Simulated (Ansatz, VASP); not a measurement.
**SnPt3 in two plane-wave programs**

One calculation is typed for both programs; each brings its own data sets. How far apart do they land? The cell is taken from a series of runs on this material, whose earlier steps may have relaxed, scaled, displaced or heated it; both programs get it as it stands.

Calculated with Ansatz 0.2.0; plane waves, with VASP 6.6.1 beside it; relaxation of cell and atoms at PBEsol and zone-centre phonons at PBEsol.

### Step 1. The structure

The structure is cubic, space group Pm-3m (No. 221). The conventional cell has a = 4.000 Å, b = 4.000 Å, c = 4.000 Å, α = 90.00°, β = 90.00°, γ = 90.00°. Nearest to Sn lie 12 Pt at 2.83 Å. Nearest to Pt lie 4 Sn at 2.83 Å and 8 Pt at 2.83 Å. Farther neighbours are not listed.

### Step 2. VASP: relaxation of cell and atoms, PBEsol

The relaxed volume is the usual yardstick between codes: in a stiff, nearly cubic crystal its relative difference is about their pressure difference at one cell divided by the bulk modulus.

Lines of VASP's logs that name or quote its potential files are left out, and so is its time.

Input file INCAR:

```
SYSTEM = SnPt3
PREC = Accurate
ENCUT = 500
EDIFF = 1E-07
NELM = 120
ISMEAR = 0
SIGMA = 0.1
LREAL = .FALSE.
ALGO = Normal
GGA = PS
NBANDS = 28
LASPH = .TRUE.
LORBIT = 11
LWAVE = .FALSE.
LCHARG = .FALSE.
ISIF = 3
IBRION = 2
NSW = 80
EDIFFG = -0.005
GGA_COMPAT = .FALSE.
NELMIN = 4
KPAR = 2
```

Input file POSCAR:

```
SnPt3
1.0
    4.0000000000      0.0000000000      0.0000000000
    0.0000000000      4.0000000000      0.0000000000
    0.0000000000      0.0000000000      4.0000000000
Sn Pt
1 3
Direct
    0.0000000000      0.0000000000      0.0000000000
    0.0000000000      0.5000000000      0.5000000000
    0.5000000000      0.0000000000      0.5000000000
    0.5000000000      0.5000000000      0.0000000000
```

Input file KPOINTS:

```
Automatic mesh
0
Gamma
8 8 8
0 0 0
```

Potentials, in the order of the species: Sn_d and Pt (PBE family, release 64).

Started as:

```bash
$ mpirun -np 2 vasp_std
```

Numbers of over 12 decimals in the logs are rounded to 6 here.

What it wrote:

```text
[banner, memory and clock lines left out]
running    2 mpi-ranks, on    1 nodes
 distrk:  each k-point on    1 cores,    2 groups
 distr:  one band on    1 cores,    1 groups

 POSCAR found type information on POSCAR SnPt
 POSCAR found :  2 types and       4 ions
|                                                                             |
|               ----> ADVICE to this user running VASP <----                  |
|                                                                             |
|     You enforced a specific xc type in the INCAR file but a different       |
|     [... a line on the potential file left out ...]
|     I HOPE YOU KNOW WHAT YOU ARE DOING!                                     |
|                                                                             |

 LDA part: xc-table for (Slater+PW92), standard interpolation
 POSCAR, INCAR and KPOINTS ok, starting setup
 FFT: planning ... GRIDC
 FFT: planning ... GRID_SOFT
 FFT: planning ... GRID
 WAVECAR not read
 entering main loop
       N       E                     dE             d eps       ncg     rms          rms(c)
DAV:   1     0.401056725175E+03    0.40106E+03   -0.20711E+04  2092   0.206E+03
DAV:   2     0.145359822584E+02   -0.38652E+03   -0.37075E+03  2128   0.523E+02
DAV:   3    -0.264519849237E+02   -0.40988E+02   -0.38849E+02  2136   0.135E+02
DAV:   4    -0.278359095109E+02   -0.13839E+01   -0.13687E+01  2220   0.252E+01
DAV:   5    -0.278744566835E+02   -0.38547E-01   -0.38535E-01  2452   0.447E+00    0.193E+01
DAV:   6    -0.268735941110E+02    0.10009E+01   -0.27344E+00  2100   0.111E+01    0.950E+00
DAV:   7    -0.267479299593E+02    0.12566E+00   -0.17858E-01  2600   0.449E+00    0.393E+00
DAV:   8    -0.267321299840E+02    0.15800E-01   -0.31836E-02  2588   0.146E+00    0.324E-01
DAV:   9    -0.267305413079E+02    0.15887E-02   -0.75578E-03  2508   0.104E+00    0.608E-02
DAV:  10    -0.267305483617E+02   -0.70538E-05   -0.22894E-04  2620   0.152E-01    0.180E-02
DAV:  11    -0.267305476852E+02    0.67643E-06   -0.14768E-05  2420   0.315E-02    0.986E-03
DAV:  12    -0.267305482828E+02   -0.59754E-06   -0.18723E-06  2112   0.111E-02    0.238E-03
DAV:  13    -0.267305482562E+02    0.26539E-07   -0.55171E-08  1200   0.283E-03
   1 F= -.26730548E+02 E0= -.26727673E+02  d E =-.267305E+02
 curvature:   0.00 expect dE= 0.000E+00 dE for cont linesearch  0.000E+00
 trial: gam= 0.00000 g(F)=  0.000E+00 g(S)=  0.564E-02 ort = 0.000E+00 (trialstep = 0.100E+01)
 search vector abs. value=  0.564E-02
 bond charge predicted
       N       E                     dE             d eps       ncg     rms          rms(c)
DAV:   1    -0.268156935990E+02   -0.85145E-01   -0.18385E+00  2444   0.143E+01    0.191E+00
DAV:   2    -0.267346469926E+02    0.81047E-01   -0.22370E-01  2088   0.395E+00    0.711E-01
DAV:   3    -0.267280628312E+02    0.65842E-02   -0.13783E-02  2656   0.138E+00    0.346E-01
DAV:   4    -0.267268586796E+02    0.12042E-02   -0.35736E-03  2664   0.764E-01    0.869E-02
DAV:   5    -0.267267836783E+02    0.75001E-04   -0.22168E-04  2320   0.133E-01    0.268E-02
DAV:   6    -0.267267758089E+02    0.78694E-05   -0.22108E-05  2076   0.348E-02    0.464E-03
DAV:   7    -0.267267749037E+02    0.90521E-06   -0.12346E-06  2432   0.892E-03    0.191E-03
DAV:   8    -0.267267750188E+02   -0.11510E-06   -0.12450E-07  1264   0.313E-03    0.404E-04
DAV:   9    -0.267267749858E+02    0.33027E-07   -0.33015E-08  1060   0.124E-03
   2 F= -.26726775E+02 E0= -.26723904E+02  d E =0.377327E-02
 trial-energy change:    0.003773  1 .order    0.003678   -0.005641    0.012996
 step:   0.2963(harm=  0.3027)  dis= 0.00000  next Energy=   -26.731381 (dE=-0.833E-03)
 bond charge predicted
       N       E                     dE             d eps       ncg     rms          rms(c)
DAV:   1    -0.267752320673E+02   -0.48457E-01   -0.90244E-01  2444   0.983E+00    0.138E+00
DAV:   2    -0.267352261407E+02    0.40006E-01   -0.10685E-01  2088   0.277E+00    0.464E-01
DAV:   3    -0.267319225229E+02    0.33036E-02   -0.71723E-03  2660   0.101E+00    0.217E-01
DAV:   4    -0.267313969679E+02    0.52556E-03   -0.15868E-03  2684   0.513E-01    0.549E-02
DAV:   5    -0.267313757205E+02    0.21247E-04   -0.10447E-04  2244   0.903E-02    0.164E-02
DAV:   6    -0.267313757001E+02    0.20367E-07   -0.11120E-05  2176   0.245E-02    0.287E-03
DAV:   7    -0.267313761006E+02   -0.40047E-06   -0.56712E-07  2176   0.622E-03    0.138E-03
DAV:   8    -0.267313761569E+02   -0.56357E-07   -0.12562E-07  1164   0.313E-03
   3 F= -.26731376E+02 E0= -.26728503E+02  d E =-.827901E-03
 curvature:  -0.15 expect dE=-0.218E-07 dE for cont linesearch -0.218E-07
 trial: gam=-0.00503 g(F)=  0.273E-66 g(S)=  0.144E-06 ort = 0.285E-04 (trialstep = 0.859E+00)
 search vector abs. value=  0.104E-09
 reached required accuracy - stopping structural energy minimisation
```

Parts of OUTCAR (step 2):

```text
ion  position               nearest neighbor table
   1  0.000  0.000  0.000-   2 2.83   3 2.83   4 2.83   2 2.83   3 2.83   2 2.83   4 2.83   2 2.83
                             3 2.83   4 2.83   3 2.83   4 2.83
   2  0.000  0.500  0.500-   1 2.83   3 2.83   4 2.83   1 2.83   4 2.83   1 2.83   3 2.83   1 2.83
                             3 2.83   4 2.83   4 2.83   3 2.83
   3  0.500  0.000  0.500-   1 2.83   2 2.83   4 2.83   1 2.83   4 2.83   2 2.83   4 2.83   4 2.83
                             1 2.83   2 2.83   1 2.83   2 2.83
   4  0.500  0.500  0.000-   1 2.83   2 2.83   3 2.83   2 2.83   3 2.83   1 2.83   3 2.83   3 2.83
                             1 2.83   2 2.83   2 2.83   1 2.83

  LATTYP: Found a simple cubic cell.
 ALAT       =     4.0000000000

 Subroutine GETGRP returns: Found 48 space group operations
 (whereof 48 operations were pure point group operations)

The static configuration has the point symmetry O_h .

 Found     35 irreducible k-points:

   k-points           NKPTS =     35   k-points in BZ     NKDIM =     35   number of bands    NBANDS=     28

   dimension x,y,z NGX =    30 NGY =   30 NGZ =   30
   dimension x,y,z NGXF=    60 NGYF=   60 NGZF=   60

   ENCUT  =  500.0 eV  36.75 Ry    6.06 a.u.   7.29  7.29  7.29*2*pi/ulx,y,z

   NELECT =      44.0000    total number of electrons

 k-points in reciprocal lattice and weights: Automatic mesh
   0.00000000  0.00000000  0.00000000       0.002
   0.12500000  0.00000000  0.00000000       0.012
   0.25000000  0.00000000  0.00000000       0.012
   0.37500000  0.00000000  0.00000000       0.012
   0.50000000  0.00000000  0.00000000       0.006
   0.12500000  0.12500000  0.00000000       0.023
   0.25000000  0.12500000  0.00000000       0.047
   0.37500000  0.12500000  0.00000000       0.047
   0.50000000  0.12500000  0.00000000       0.023
[...]
0.50000000  0.50000000  0.37500000       0.012
   0.50000000  0.50000000  0.50000000       0.002

 average (electrostatic) potential at core
       1 -95.4955       2 -62.1440       3 -62.1440       4 -62.1440

 E-fermi :  11.7230

 k-point     1 :       0.0000    0.0000    0.0000
  band No.  band energies     occupation
    ...
     17      10.4458      2.00000
     18      10.4458      2.00000
     19      10.5015      2.00000
     20      10.5015      2.00000
     21      11.3280      2.00000
     22      11.8699      0.03772
     23      11.8699      0.03772
     24      11.8699      0.03772
     25      14.6487      0.00000
     26      17.9424      0.00000
    ...

 k-point     2 :       0.1250    0.0000    0.0000
  band No.  band energies     occupation
    ...
     17      10.4846      2.00000
     18      10.4913      2.00000
     19      10.5171      2.00000
     20      10.5171      2.00000
     21      11.1589      2.00000
     22      11.8704      0.03706
     23      12.1758      0.00000
     24      12.1758      0.00000
     25      14.9657      0.00000
     26      17.7232      0.00000
    ...

 k-point     3 :       0.2500    0.0000    0.0000
  band No.  band energies     occupation
    ...
     17      10.0489      2.00000
     18      10.1277      2.00000
     19      10.1277      2.00000
     20      10.3738      2.00000
     21      10.7628      2.00000
     22      11.8717      0.03553
     23      13.2286      0.00000
     24      13.2286      0.00000
     25      14.4920      0.00000
     26      17.7997      0.00000
    ...

  Total        0.0019966      0.0019966      0.0019966     -0.0000000      0.0000000     -0.0000000
  in kB        0.0497729      0.0497729      0.0497729     -0.0000000      0.0000000     -0.0000000
  external PRESSURE =       0.0497729 kB  Pullay stress =       0.0000000 kB

  energy-cutoff  :      500.00
  volume of cell :       64.27
      direct lattice vectors                 reciprocal lattice vectors
     4.005643168 -0.000000000 -0.000000000     0.249647799  0.000000000  0.000000000
    -0.000000000  4.005643168  0.000000000     0.000000000  0.249647799 -0.000000000
    -0.000000000  0.000000000  4.005643168     0.000000000  0.000000000  0.249647799

 POSITION                                       TOTAL-FORCE (eV/Angst)
 -----------------------------------------------------------------------------------
      0.00000      0.00000      0.00000         0.000000      0.000000      0.000000
     -0.00000      2.00282      2.00282        -0.000000      0.000000      0.000000
      2.00282     -0.00000      2.00282         0.000000     -0.000000      0.000000
      2.00282      2.00282     -0.00000         0.000000     -0.000000      0.000000
 -----------------------------------------------------------------------------------
    total drift:                                0.000000      0.000000     -0.000000

  FREE ENERGIE OF THE ION-ELECTRON SYSTEM (eV)
  ---------------------------------------------------
  free  energy   TOTEN  =       -26.7313761569 eV

  energy  without entropy=      -26.7256296429  energy(sigma->0) =      -26.72850290

 reached required accuracy - stopping structural energy minimisation

 total charge
# of ion       s       p       d       tot
------------------------------------------
    1        1.063   1.106  10.149  12.319
    2        0.605   0.567   8.167   9.339
    3        0.605   0.567   8.167   9.339
    4        0.605   0.567   8.167   9.339
--------------------------------------------------
tot          2.877   2.806  34.651  40.335

[... 3 further parts left out ...]
```

CONTCAR:

```
SnPt3
   1.00000000000000
     4.0056431675511703   -0.0000000000000000   -0.0000000000000000
    -0.0000000000000000    4.0056431675511703    0.0000000000000000
    -0.0000000000000000    0.0000000000000000    4.0056431675511703
  Sn              Pt
     1     3
Direct
     0.0000000000000000    0.0000000000000000    0.0000000000000000
     0.0000000000000000    0.5000000000000000    0.5000000000000000
     0.5000000000000000    0.0000000000000000    0.5000000000000000
     0.5000000000000000    0.5000000000000000    0.0000000000000000
```

### Step 3. Ansatz: relaxation of cell and atoms, PBEsol

Ansatz runs on its default PAW (the set named soft_2) files.

The same cell, functional, mesh and smearing now go to Ansatz, which takes its cutoff from its data sets.

Input file input.yaml:

```yaml
crystal:
  lattice:
    - [4.0, 0.0, 0.0]
    - [0.0, 4.0, 0.0]
    - [0.0, 0.0, 4.0]
  atoms:
    - { symbol: Sn, position: [0.0, 0.0, 0.0] }
    - { symbol: Pt, position: [0.0, 0.5, 0.5] }
    - { symbol: Pt, position: [0.5, 0.0, 0.5] }
    - { symbol: Pt, position: [0.5, 0.5, 0.0] }
kpoints:
  mp_grid: { grid: [8, 8, 8] }
hamiltonian:
  xc: pbesol
scf:
  occupations: { method: gaussian, width: 0.1 }
output:
  forces: true
  stress: true
  eigenvalues: true
  write_density: true
  write_potential: true
  elf: true
  volumetric_format: npy
relax:
  adjacent_minimum: "off"
  f_tol: 0.005
  max_steps: 80
  cell: { stress_tol: 0.05 }
```

Started as:

```bash
$ ansatz run input.yaml --threads 4 --pin off --max-ram 10240MiB --backend cpu --events-out ev --progress --plain --runs-dir out
```

What it wrote:

```text
Engine: ansatz 0.2.0, aarch64-unknown-linux-gnu
Pseudopotentials: kind: paw
Pseudopotential: Sn, paw, valence charge 14, recommended cutoff 420 eV (normal), Sn.paw.azcp
Pseudopotential: Pt, paw, valence charge 18, recommended cutoff 420 eV (normal), Pt.paw.azcp
Functional definition: PBEsol
  exchange = pbesol_x
  correlation = pbesol_c
Crystal: 4 atoms, lattice volume = 64.000 Å³
Basis set: ecut = 420 eV, 1237 PW (Γ), exchange–correlation on 54×54×54 points (8 copies of the dense FFT grid, shifted against one another)
Bands: 41, of which v1, the nominal top of the filled ones, is band 34 counted from 1 (33 counted from 0)
Symmetry: 48 space group operations
Space group: Pm-3m (ITA 221), of the structure as read, at distance tolerance 4.0e-5 Å
k-points: 35 of 512
Non-local potential: Sn, projectors of the file, l = 0: 2, l = 1: 2, l = 2: 2, l = 3: 2
Non-local potential: Pt, projectors of the file, l = 0: 3, l = 1: 2, l = 2: 2, l = 3: 1
PAW form: soft (Blöchl's): semilocal exchange-correlation on the pseudo side does not see the compensation charge
PAW frozen core: Sn, regenerated for the run's functional, and the local potential with it (the file was generated under x = pbe(κ = 0.804, μ = 0.219515), c = pbe(β = 0.066725))
PAW frozen core: Pt, regenerated for the run's functional, and the local potential with it (the file was generated under x = pbe(κ = 0.804, μ = 0.219515), c = pbe(β = 0.066725))
PAW one-centre angular grid: Sn, 590 points (default); XC on 64 Gauss nodes
PAW one-centre angular grid: Pt, 590 points (default); XC on 64 Gauss nodes
Initial density: superposition of atomic densities (neutral atoms: chi_scale 0, normalization atom), corrected by the library's trained network
Initial wavefunctions: pseudopotential atomic-orbital guess
Functional: x = pbesol(κ = 0.804, μ = 0.123457), c = pbesol(β = 0.046)
SCF iter   1: F=—  HF=-43102.821291 eV  |F-HF|=—  |Δ(HF+E_count)|=         —  Δρ=4.98e-3  dr2=1.05e-2  ethr=1.77e-3  ⟨swp⟩=6.1  Hψ=5425  notcnv=0  defer=1
preconditioner: auto → Kerker (q_TF=auto, 2.756 Å⁻¹)  [metal: Δε(μ)=0.094 eV  Ē_g=12.821 eV  σ=0.100 eV  W_gap=0.48  n_scr=26 (ndim 8)  ℏωp=30.8 eV  f_vac=0.000  D(μ)=1.14/eV (n_scr^D=6)]
SCF iter   2: F=—  HF=-43102.819159 eV  |F-HF|=—  |Δ(HF+E_count)|=   2.13e-3  Δρ=2.59e-3  dr2=2.81e-3  ethr=1.54e-5  ⟨swp⟩=2.7  Hψ=2489  notcnv=0  defer=1
SCF iter   3: F=—  HF=-43102.818522 eV  |F-HF|=—  |Δ(HF+E_count)|=   6.37e-4  Δρ=4.96e-4  dr2=2.10e-4  ethr=4.14e-6  ⟨swp⟩=2.1  Hψ=1954  notcnv=0  defer=3
SCF iter   4: F=—  HF=-43102.818479 eV  |F-HF|=—  |Δ(HF+E_count)|=   4.28e-5  Δρ=1.29e-4  dr2=2.48e-5  ethr=3.09e-7  ⟨swp⟩=2.2  Hψ=1739  notcnv=0  defer=3
SCF iter   5: F=—  HF=-43102.818490 eV  |F-HF|=—  |Δ(HF+E_count)|=   1.07e-5  Δρ=3.92e-5  dr2=1.87e-6  ethr=3.65e-8  ⟨swp⟩=2.1  Hψ=1807  notcnv=0  defer=3
SCF iter   6: F=-43102.818489 eV  HF=-43102.818489 eV  |F-HF|=1.59e-8  |Δ(HF+E_count)|=   6.07e-7  Δρ=7.67e-6  dr2=3.81e-8  ethr=1.47e-10  ⟨swp⟩=10.8  Hψ=10318  notcnv=0
SCF 1 converged in 6 iterations: F = -43102.818489 eV  dr2 = 3.81e-8
  greatest PAW one-centre occupation: 1.000 electrons in one spin orbital (limit 2), on the Pt atom at site 1 (counted from 0), in its partial waves of l = 0
relax step   1: F+E_penalty+E_count = -43102.81848890 eV  Δ(F+E_penalty+E_count) = +0.000e0 eV  max|allowed force component| = 4.065e-29 eV/Å  Δτ_max = 0.0000 Å  P = +1.072 GPa  Ω = 64.000 Å³  (6 SCF iters, dr2 threshold 1.00e-7 eV, accepted)
[...]
relax step   2: F+E_penalty+E_count = -43102.81396028 eV  Δ(F+E_penalty+E_count) = +4.529e-3 eV  max|allowed force component| = 9.532e-30 eV/Å  Δτ_max = 0.0000 Å  P = -2.325 GPa  Ω = 64.971 Å³  energy of the carried Pulay correction = -5.654e-4 eV  (6 SCF iters, dr2 threshold 4.00e-7 eV, rejected (line search))
[...]
relax step   3: F+E_penalty+E_count = -43102.81929691 eV  Δ(F+E_penalty+E_count) = -8.080e-4 eV  max|allowed force component| = 4.076e-29 eV/Å  Δτ_max = 0.0000 Å  P = -0.024 GPa  Ω = 64.303 Å³  energy of the carried Pulay correction = -1.775e-4 eV  (8 SCF iters, accepted)
[...]
relax step   4: F+E_penalty+E_count = -43102.81947477 eV  Δ(F+E_penalty+E_count) = -1.779e-4 eV  max|allowed force component| = 7.705e-29 eV/Å  Δτ_max = 0.0000 Å  P = -0.026 GPa  Ω = 64.303 Å³  stress off target by 2.59e-2 GPa  SCF on the basis re-selected at this cell (its energy is not comparable with the rows above)  (8 SCF iters)
basis re-selected at this cell: Δ(F+E_penalty+E_count) = -1.779e-4 eV, ΔP = -0.002 GPa vs the last step (what re-selecting the basis moved, of the pressure what is left beyond the Pulay correction that the steps carried, after the strain that the cell walked since its last selection, with what the two solves' SCF thresholds leave and, on support functions, any second-order correction that the steps lacked; it is no m [...]
SCF converged after 8 iterations
Free energy (F): -43102.819475 eV
Harris-Foulkes:  -43102.819475 eV  (|F-HF|=7.28e-12)
Internal energy: -43102.813763 eV  (E = F + TS)
E sigma→0 (E₀):  -43102.816619 eV
Entropy (-TS):   -0.005712 eV (-1.428 meV/atom)
Fermi energy:    21.416103 eV
--- Per-component energies (eV) ---
  E_band       = -437.655101
  E_kinetic    = 2108.385955
  E_local      = -5192.168938  (includes V_loc(G=0)·N_el)
  E_nonlocal   = 580.954676
  E_hartree    = 2154.105776
  E_xc         = -1161.474020
  E_vxc        = -1006.238476  (∫ρ·V_xc dr)
  E_paw        = -32020.206896  (= ΣΔE_a)
  E_vpaw       = -1236.800462  (= ΣTr[D̂ρ^β])
  E_aug_tail   = 0.000592  (compensation charges beyond the density's cutoff)
  E_ewald      = -9573.556691
  E_core_change = 1.145783  (= ΣΔE_core)
  E_smearing   = -0.005712  (= −TS)
  E_closure    = -0.000000  (closes the sum)
  Σ components = -43102.819475   (vs F -43102.819475, Δ=0.00e0)
--- Forces (eV/Å), atoms counted from 1 ---
  atom   1  Sn    -0.00000000     0.00000000     0.00000000
  atom   2  Pt    -0.00000000    -0.00000000     0.00000000
  atom   3  Pt    -0.00000000     0.00000000    -0.00000000
  atom   4  Pt     0.00000000     0.00000000    -0.00000000
  max |Σ_I F_I| component: 1.79e-29 eV/Å
--- Stress (GPa, compression-positive) ---
       -0.025938       0.000000      -0.000000
        0.000000      -0.025938      -0.000000
       -0.000000      -0.000000      -0.025938
  P = ⅓ Tr σ = -0.0259 GPa (-0.259 kbar)
--- Band table (eV; the first three rows and the last of 35) ---
  k-point 0: bands = [... 30 lower, 20.1895, 20.1895, 21.0242, 21.5622, 21.5622, 21.5622, 24.3379, 27.6425, ... 3 higher]
  k-point 1: bands = [... 30 lower, 20.2103, 20.2103, 20.8548, 21.5627, 21.8686, 21.8686, 24.6558, 27.4181, ... 3 higher]
  k-point 2: bands = [... 30 lower, 19.8195, 20.0641, 20.4564, 21.5640, 22.9220, 22.9220, 24.1849, 27.5016, ... 3 higher]
  k-point 34: bands = [... 30 lower, 19.3397, 19.3397, 20.6252, 21.1097, 21.1097, 21.1097, 22.3357, 25.0377, ... 3 higher]
--- Relaxed structure (3 steps of the walk, 2 accepted, 1 SCFs on fresh bases) ---
  F+E_penalty+E_count = -43102.81947477 eV   max|allowed force component| = 7.705e-29 eV/Å   (the final SCF, on the basis selected at the relaxed cell)
  cell:  # Å, volume = 64.3031 Å³
    - [4.006305, 0, 0.0]
    - [0, 4.006305, 0.0]
    - [0, 0.0, 4.006305]
  atoms:
    - { symbol: Sn, position: [0, 0, 0.0] }
    - { symbol: Pt, position: [0, 0.500000, 0.500000] }
    - { symbol: Pt, position: [0.500000, 0, 0.500000] }
    - { symbol: Pt, position: [0.500000, 0.500000, 0] }
```

### Step 4. Side by side

Known differences besides the potentials themselves: the data sets hold 68 valence electrons in Ansatz (on its default PAW (the set named soft_2) files) and 44 in VASP; the cutoff is 420 eV in Ansatz and 500 eV in VASP; Ansatz makes its cores anew for this functional, VASP keeps those of its PBE data sets; Ansatz adds a Pulay correction to the stress that steers its cell, VASP none. Total energies have different zeros and are not compared.

Both answers:

| quantity | Ansatz | VASP | difference |
| --- | --- | --- | --- |
| volume (Å³) | 64.30 | 64.27 | +0.05 % |
| edge a after relaxation, in the typed setting (Å) | 4.006 | 4.006 | +0.02 % |

(Continued in part 2 of 2.)

[Lines on the potential files, build, host, timing and source positions are cut from VASP's logs without a mark.]

[Logs are printed without paths, hosts, clocks, repeated set-up lines and the standing remarks that a program may print on its own settings, such as how far it seeks lower states.]

[Hosts, paths, dates, database ids (printed as entryN), source tags and the programs' standing remarks are cut or masked in the printed files.]
